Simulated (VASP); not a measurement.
# A VASP study of TiC (Khamrabaevite) (LDA): structure first, properties next, part 4 of 5

Aim: relax TiC (Khamrabaevite), then compute properties on the relaxed cell. The start is a cell from a database of measured crystal structures.

VASP 6.6.1; LDA; plane waves and PAW (Ti_sv, C).

So far. Step 10 (Volume scan with LDA, volume scale 1): The run ends at a pressure of 0.02 GPa.

## (11) Volume scan with LDA, volume scale 1.02

Input file INCAR:

```
SYSTEM = TiC
PREC = Accurate
ENCUT = 520
EDIFF = 1E-06
NELM = 100
ISMEAR = 0
SIGMA = 0.05
LREAL = .FALSE.
ALGO = Normal
GGA = CA
NBANDS = 14
LASPH = .TRUE.
LORBIT = 11
LWAVE = .FALSE.
LCHARG = .FALSE.
KPAR = 2
ISIF = 2
```

Input file POSCAR:

```
TiC
1.0
    0.0000000000      2.1464124686      2.1464124686
    2.1464124686      0.0000000000      2.1464124686
    2.1464124686      2.1464124686      0.0000000000
Ti C
1 1
Direct
    0.0000000000      0.0000000000      0.0000000000
    0.5000000000      0.5000000000      0.5000000000
```

Input file KPOINTS:

```
Automatic mesh
0
Gamma
11 11 11
0 0 0
```

The projector-augmented-wave data sets are Ti_sv and C (LDA family, release 64).

The run is started by

```bash
$ mpirun -np 2 vasp_std
```

The log of the run:

```text
[... set-up lines as in an earlier step ...]
 entering main loop
       N       E                     dE             d eps       ncg     rms          rms(c)
DAV:   1     0.115970511202E+03    0.11597E+03   -0.80490E+03  1576   0.138E+03
DAV:   2    -0.181280494618E+02   -0.13410E+03   -0.12666E+03  1634   0.345E+02
DAV:   3    -0.257883136040E+02   -0.76603E+01   -0.74848E+01  2196   0.804E+01
DAV:   4    -0.260221020825E+02   -0.23379E+00   -0.23362E+00  1836   0.129E+01
[...]
DAV:  13    -0.205323031066E+02    0.88510E-05   -0.41324E-05  1790   0.547E-02    0.117E-02
DAV:  14    -0.205323016596E+02    0.14470E-05   -0.29767E-06  1926   0.294E-02    0.387E-03
DAV:  15    -0.205323016408E+02    0.18812E-07   -0.19797E-07   928   0.553E-03
   1 F= -.20532302E+02 E0= -.20532011E+02  d E =-.580357E-03
```

Elapsed: 3.6 s, on 2 MPI ranks of Intel Xeon 6975P-C (Granite Rapids), shared host; peak memory 0.24 GiB.

From OUTCAR (step 11):

```text
  Total       -0.6538359     -0.6538359     -0.6538359     -0.0000000      0.0000000     -0.0000000
  in kB      -52.9675425    -52.9675425    -52.9675425     -0.0000000      0.0000000     -0.0000000
  external PRESSURE =     -52.9675425 kB  Pullay stress =       0.0000000 kB

 POSITION                                       TOTAL-FORCE (eV/Angst)
 -----------------------------------------------------------------------------------
      0.00000      0.00000      0.00000         0.000000      0.000000      0.000000
      2.14641      2.14641      2.14641         0.000000     -0.000000     -0.000000
 -----------------------------------------------------------------------------------
    total drift:                                0.000000     -0.000000     -0.000000

  FREE ENERGIE OF THE ION-ELECTRON SYSTEM (eV)
  ---------------------------------------------------
  free  energy   TOTEN  =       -20.5323016408 eV

  energy  without entropy=      -20.5317212838  energy(sigma->0) =      -20.53201146

[... 1 part as in an earlier step ...]

[... 2 further parts left out ...]
[key lines of the parts left out:]
E-fermi :   9.6550
```

The pressure falls from 0.02 to -5.30 GPa.

The run ends at a pressure of -5.30 GPa.

## (12) Volume scan with LDA, volume scale 1.04

INCAR is that of step 11.

Input file POSCAR:

```
TiC
1.0
    0.0000000000      2.1603506024      2.1603506024
    2.1603506024      0.0000000000      2.1603506024
    2.1603506024      2.1603506024      0.0000000000
Ti C
1 1
Direct
    0.0000000000      0.0000000000      0.0000000000
    0.5000000000      0.5000000000      0.5000000000
```

KPOINTS is that of step 11.

The run is started by

```bash
$ mpirun -np 2 vasp_std
```

The log of the run:

```text
[... set-up lines as in an earlier step ...]
 entering main loop
       N       E                     dE             d eps       ncg     rms          rms(c)
DAV:   1     0.117393855433E+03    0.11739E+03   -0.80378E+03  1574   0.136E+03
DAV:   2    -0.178510137287E+02   -0.13524E+03   -0.12643E+03  1646   0.347E+02
DAV:   3    -0.257503344656E+02   -0.78993E+01   -0.77182E+01  2036   0.827E+01
DAV:   4    -0.260511395353E+02   -0.30081E+00   -0.30033E+00  1936   0.152E+01
[...]
DAV:  12    -0.205137394269E+02    0.25210E-03   -0.56764E-04  2014   0.329E-01    0.457E-02
DAV:  13    -0.205137267867E+02    0.12640E-04   -0.47360E-05  1886   0.851E-02    0.117E-02
DAV:  14    -0.205137258062E+02    0.98047E-06   -0.24892E-06  1808   0.197E-02
   1 F= -.20513726E+02 E0= -.20513434E+02  d E =-.584091E-03
```

Wall time 3.4 s (2 MPI ranks); peak memory 0.25 GiB.

OUTCAR, selected parts (step 12):

```text
  Total       -1.2798067     -1.2798067     -1.2798067      0.0000000      0.0000000     -0.0000000
  in kB     -101.6839160   -101.6839160   -101.6839160      0.0000000      0.0000000     -0.0000000
  external PRESSURE =    -101.6839160 kB  Pullay stress =       0.0000000 kB

 POSITION                                       TOTAL-FORCE (eV/Angst)
 -----------------------------------------------------------------------------------
      0.00000      0.00000      0.00000         0.000000     -0.000000      0.000000
      2.16035      2.16035      2.16035        -0.000000      0.000000     -0.000000
 -----------------------------------------------------------------------------------
    total drift:                                0.000000     -0.000000     -0.000000

  FREE ENERGIE OF THE ION-ELECTRON SYSTEM (eV)
  ---------------------------------------------------
  free  energy   TOTEN  =       -20.5137258062 eV

  energy  without entropy=      -20.5131417153  energy(sigma->0) =      -20.51343376

[... 1 part as in an earlier step ...]

[... 2 further parts left out ...]
[key lines of the parts left out:]
E-fermi :   9.4217
```

The pressure falls from -5.30 to -10.17 GPa.

The run ends at a pressure of -10.17 GPa.

## (13) Volume scan with LDA, volume scale 1.06

INCAR is that of step 12.

Input file POSCAR:

```
TiC
1.0
    0.0000000000      2.1741111684      2.1741111684
    2.1741111684      0.0000000000      2.1741111684
    2.1741111684      2.1741111684      0.0000000000
Ti C
1 1
Direct
    0.0000000000      0.0000000000      0.0000000000
    0.5000000000      0.5000000000      0.5000000000
```

KPOINTS is that of step 12.

The run is started by

```bash
$ mpirun -np 2 vasp_std
```

The log of the run:

```text
[... set-up lines as in an earlier step ...]
 entering main loop
       N       E                     dE             d eps       ncg     rms          rms(c)
DAV:   1     0.115761727482E+03    0.11576E+03   -0.81846E+03  1568   0.135E+03
DAV:   2    -0.178986136873E+02   -0.13366E+03   -0.12527E+03  1700   0.345E+02
DAV:   3    -0.257565765828E+02   -0.78580E+01   -0.76673E+01  2044   0.825E+01
DAV:   4    -0.260714348947E+02   -0.31486E+00   -0.31466E+00  1996   0.148E+01
[...]
DAV:  12    -0.204840405597E+02    0.52298E-03   -0.12333E-03  1908   0.532E-01    0.559E-02
DAV:  13    -0.204840149812E+02    0.25578E-04   -0.93920E-05  1878   0.161E-01    0.188E-02
DAV:  14    -0.204840147474E+02    0.23379E-06   -0.94566E-06  1802   0.290E-02
   1 F= -.20484015E+02 E0= -.20483719E+02  d E =-.590523E-03
```

The job ended after 3.4 s (2 MPI ranks; peak memory 0.25 GiB).

Parts of OUTCAR (step 13):

```text
  Total       -1.8749217     -1.8749217     -1.8749217     -0.0000000      0.0000000     -0.0000000
  in kB     -146.1566181   -146.1566181   -146.1566181     -0.0000000      0.0000000     -0.0000000
  external PRESSURE =    -146.1566181 kB  Pullay stress =       0.0000000 kB

 POSITION                                       TOTAL-FORCE (eV/Angst)
 -----------------------------------------------------------------------------------
      0.00000      0.00000      0.00000         0.000000      0.000000      0.000000
      2.17411      2.17411      2.17411         0.000000     -0.000000     -0.000000
 -----------------------------------------------------------------------------------
    total drift:                                0.000000     -0.000000     -0.000000

  FREE ENERGIE OF THE ION-ELECTRON SYSTEM (eV)
  ---------------------------------------------------
  free  energy   TOTEN  =       -20.4840147474 eV

  energy  without entropy=      -20.4834242246  energy(sigma->0) =      -20.48371949

[... 1 part as in an earlier step ...]

[... 2 further parts left out ...]
[key lines of the parts left out:]
E-fermi :   9.1957
```

The pressure falls from -10.17 to -14.62 GPa.

The run ends at a pressure of -14.62 GPa.

## (14) Fit for LDA

This step: Birch-Murnaghan fit, LDA; plane waves and PAW (VASP 6.6.1).

No new run; the numbers come from the runs before.

Numbers from this step:

* pressure derivative of the bulk modulus: 3.990
* r.m.s. error of the fit: 1.49e-6 eV/atom
* minimum inside the sampled range: yes
* bulk modulus: 280.2 GPa
* equilibrium volume of the fit: 9.699 Å³/atom

Table of energy above the fitted minimum by volume:

```csv
volume (Å³/atom),energy above the fitted minimum (eV/atom)
9.113,0.0344
9.307,0.0149
9.501,0.00367
9.695,8.3e-7
9.889,0.00313
10.083,0.0124
10.277,0.0273
```

The fitted volume lies +0.05 % from the relaxed one.

## (15) Volume scan with LDA, volume scale 0.94 (run 2)

This step: LDA; plane waves and PAW (Ti_sv, C) (VASP 6.6.1).

INCAR is that of step 13.

Input file POSCAR:

```
TiC
1.0
    0.0000000000      2.0887625700      2.0887625700
    2.0887625700      0.0000000000      2.0887625700
    2.0887625700      2.0887625700      0.0000000000
Ti C
1 1
Direct
    0.0000000000      0.0000000000      0.0000000000
    0.5000000000      0.5000000000      0.5000000000
```

KPOINTS is that of step 13.

The run is started by

```bash
$ mpirun -np 2 vasp_std
```

The log of the run:

```text
[... set-up lines as in an earlier step ...]
 entering main loop
       N       E                     dE             d eps       ncg     rms          rms(c)
[... 14 cycles as in an earlier step ...]
   1 F= -.20469941E+02 E0= -.20469571E+02  d E =-.740040E-03
```

Elapsed: 3.4 s, on 2 MPI ranks; peak memory 0.25 GiB.

OUTCAR, selected parts (step 15):

```text
[... 6 parts as in an earlier step ...]

[... 1 further part left out ...]
[key lines of the parts left out:]
E-fermi :  10.6744
```

The pressure here is 19.64 GPa.

The run ends at a pressure of 19.64 GPa.

## (16) Volume scan with LDA, volume scale 0.96 (run 2)

INCAR is that of step 15.

Input file POSCAR:

```
TiC
1.0
    0.0000000000      2.1034726502      2.1034726502
    2.1034726502      0.0000000000      2.1034726502
    2.1034726502      2.1034726502      0.0000000000
Ti C
1 1
Direct
    0.0000000000      0.0000000000      0.0000000000
    0.5000000000      0.5000000000      0.5000000000
```

KPOINTS is that of step 15.

The run is started by

```bash
$ mpirun -np 2 vasp_std
```

The log of the run:

```text
[... set-up lines as in an earlier step ...]
 entering main loop
       N       E                     dE             d eps       ncg     rms          rms(c)
[... 14 cycles as in an earlier step ...]
   1 F= -.20508874E+02 E0= -.20508557E+02  d E =-.633350E-03
```

Elapsed: 3.6 s, on 2 MPI ranks; peak memory 0.24 GiB.

OUTCAR, selected parts (step 16):

```text
[... 6 parts as in an earlier step ...]

[... 1 further part left out ...]
[key lines of the parts left out:]
E-fermi :  10.4048
```

The pressure falls from 19.64 to 12.44 GPa.

The run ends at a pressure of 12.44 GPa.

## (17) Volume scan with LDA, volume scale 0.98 (run 2)

INCAR is that of step 16.

Input file POSCAR:

```
TiC
1.0
    0.0000000000      2.1179798165      2.1179798165
    2.1179798165      0.0000000000      2.1179798165
    2.1179798165      2.1179798165      0.0000000000
Ti C
1 1
Direct
    0.0000000000      0.0000000000      0.0000000000
    0.5000000000      0.5000000000      0.5000000000
```

KPOINTS is that of step 16.

The run is started by

```bash
$ mpirun -np 2 vasp_std
```

The log of the run:

```text
[... set-up lines as in an earlier step ...]
 entering main loop
       N       E                     dE             d eps       ncg     rms          rms(c)
[... 14 cycles as in an earlier step ...]
   1 F= -.20531231E+02 E0= -.20530935E+02  d E =-.590970E-03
```

Elapsed: 3.4 s, on 2 MPI ranks; peak memory 0.24 GiB; 5.8 s of CPU time.

From OUTCAR (step 17):

```text
[... 6 parts as in an earlier step ...]

[... 1 further part left out ...]
[key lines of the parts left out:]
E-fermi :  10.1460
```

The pressure falls from 12.44 to 5.91 GPa.

The run ends at a pressure of 5.91 GPa.

## (18) Volume scan with LDA, volume scale 1 (run 2)

INCAR is that of step 17.

Input file POSCAR:

```
TiC
1.0
    0.0000000000      2.1322909251      2.1322909251
    2.1322909251      0.0000000000      2.1322909251
    2.1322909251      2.1322909251      0.0000000000
Ti C
1 1
Direct
    0.0000000000      0.0000000000      0.0000000000
    0.5000000000      0.5000000000      0.5000000000
```

KPOINTS is that of step 17.

The run is started by

```bash
$ mpirun -np 2 vasp_std
```

The log of the run:

```text
[... set-up lines as in an earlier step ...]
 entering main loop
       N       E                     dE             d eps       ncg     rms          rms(c)
[... 14 cycles as in an earlier step ...]
   1 F= -.20538564E+02 E0= -.20538274E+02  d E =-.580573E-03
```

Wall time 3.4 s (2 MPI ranks); peak memory 0.24 GiB; 5.9 s of CPU time.

From OUTCAR (step 18):

```text
[... 6 parts as in an earlier step ...]

[... 1 further part left out ...]
[key lines of the parts left out:]
E-fermi :   9.8963
```

The pressure falls from 5.91 to 0.02 GPa.

The run ends at a pressure of 0.02 GPa.

## (19) Volume scan with LDA, volume scale 1.02 (run 2)

INCAR is that of step 18.

Input file POSCAR:

```
TiC
1.0
    0.0000000000      2.1464124686      2.1464124686
    2.1464124686      0.0000000000      2.1464124686
    2.1464124686      2.1464124686      0.0000000000
Ti C
1 1
Direct
    0.0000000000      0.0000000000      0.0000000000
    0.5000000000      0.5000000000      0.5000000000
```

KPOINTS is that of step 18.

The run is started by

```bash
$ mpirun -np 2 vasp_std
```

The log of the run:

```text
[... set-up lines as in an earlier step ...]
 entering main loop
       N       E                     dE             d eps       ncg     rms          rms(c)
[... 15 cycles as in an earlier step ...]
   1 F= -.20532302E+02 E0= -.20532011E+02  d E =-.580357E-03
```

Run time: 3.6 s. Hardware: 2 MPI ranks; peak memory 0.24 GiB.

OUTCAR, selected parts (step 19):

```text
[... 6 parts as in an earlier step ...]

[... 1 further part left out ...]
[key lines of the parts left out:]
E-fermi :   9.6550
```

The pressure falls from 0.02 to -5.30 GPa.

The run ends at a pressure of -5.30 GPa.

## (20) Volume scan with LDA, volume scale 1.04 (run 2)

INCAR is that of step 19.

Input file POSCAR:

```
TiC
1.0
    0.0000000000      2.1603506024      2.1603506024
    2.1603506024      0.0000000000      2.1603506024
    2.1603506024      2.1603506024      0.0000000000
Ti C
1 1
Direct
    0.0000000000      0.0000000000      0.0000000000
    0.5000000000      0.5000000000      0.5000000000
```

KPOINTS is that of step 19.

The run is started by

```bash
$ mpirun -np 2 vasp_std
```

The log of the run:

```text
[... set-up lines as in an earlier step ...]
 entering main loop
       N       E                     dE             d eps       ncg     rms          rms(c)
[... 14 cycles as in an earlier step ...]
   1 F= -.20513726E+02 E0= -.20513434E+02  d E =-.584091E-03
```

Wall time 3.4 s (2 MPI ranks); peak memory 0.25 GiB.

Parts of OUTCAR (step 20):

```text
[... 6 parts as in an earlier step ...]

[... 1 further part left out ...]
[key lines of the parts left out:]
E-fermi :   9.4217
```

The pressure falls from -5.30 to -10.17 GPa.

The run ends at a pressure of -10.17 GPa.

## (21) Volume scan with LDA, volume scale 1.06 (run 2)

INCAR is that of step 20.

Input file POSCAR:

```
TiC
1.0
    0.0000000000      2.1741111684      2.1741111684
    2.1741111684      0.0000000000      2.1741111684
    2.1741111684      2.1741111684      0.0000000000
Ti C
1 1
Direct
    0.0000000000      0.0000000000      0.0000000000
    0.5000000000      0.5000000000      0.5000000000
```

KPOINTS is that of step 20.

The run is started by

```bash
$ mpirun -np 2 vasp_std
```

The log of the run:

```text
[... set-up lines as in an earlier step ...]
 entering main loop
       N       E                     dE             d eps       ncg     rms          rms(c)
[... 14 cycles as in an earlier step ...]
   1 F= -.20484015E+02 E0= -.20483719E+02  d E =-.590523E-03
```

It took 3.4 s on 2 MPI ranks; peak memory 0.25 GiB.

From OUTCAR (step 21):

```text
[... 6 parts as in an earlier step ...]

[... 1 further part left out ...]
[key lines of the parts left out:]
E-fermi :   9.1957
```

The pressure falls from -10.17 to -14.62 GPa.

The run ends at a pressure of -14.62 GPa.

## (22) The series together

Times are for 2 MPI ranks of Intel Xeon 6975P-C (Granite Rapids), shared host. The runs compared:

```csv
no.,volume scale,energy above the lowest point (meV/atom),pressure (GPa),time,memory (GiB)
1,0.94,34.35,19.64,3.4 s,0.24
2,0.94,34.35,19.64,3.4 s,0.25
3,0.96,14.86,12.44,3.6 s,0.25
4,0.96,14.86,12.44,3.6 s,0.24
5,0.98,3.67,5.913,3.4 s,0.24
6,0.98,3.67,5.913,3.4 s,0.24
7,1,0,0.02060,3.4 s,0.24
8,1,0,0.02060,3.4 s,0.24
9,1.02,3.13,-5.297,3.6 s,0.24
10,1.02,3.13,-5.297,3.6 s,0.24
11,1.04,12.42,-10.17,3.4 s,0.25
12,1.04,12.42,-10.17,3.4 s,0.25
13,1.06,27.28,-14.62,3.4 s,0.25
14,1.06,27.28,-14.62,3.4 s,0.25
```

## (23) Fit for LDA

This step: Birch-Murnaghan fit, LDA; plane waves and PAW (VASP 6.6.1).

Derived from the runs above.

The energy above the fitted minimum by volume:

```csv
volume (Å³/atom),energy above the fitted minimum (eV/atom)
9.113,0.0344
9.307,0.0149
9.501,0.00367
9.695,8.3e-7
9.889,0.00313
10.083,0.0124
10.277,0.0273
```

The fitted volume lies +0.05 % from the relaxed one.

(Part 4 of 5 ends here.)

[Lines on the potential files, build, host, timing and source positions are cut from VASP's logs without a mark.]

[Logs are printed without paths, hosts, clocks, repeated set-up lines and the standing remarks that a program may print on its own settings, such as how far it seeks lower states.]

[Hosts, paths, dates, database ids (printed as entryN), source tags and the programs' standing remarks are cut or masked in the printed files.]

[A measured line is paired with the nearest computed mode of its activity, which favours agreement.]
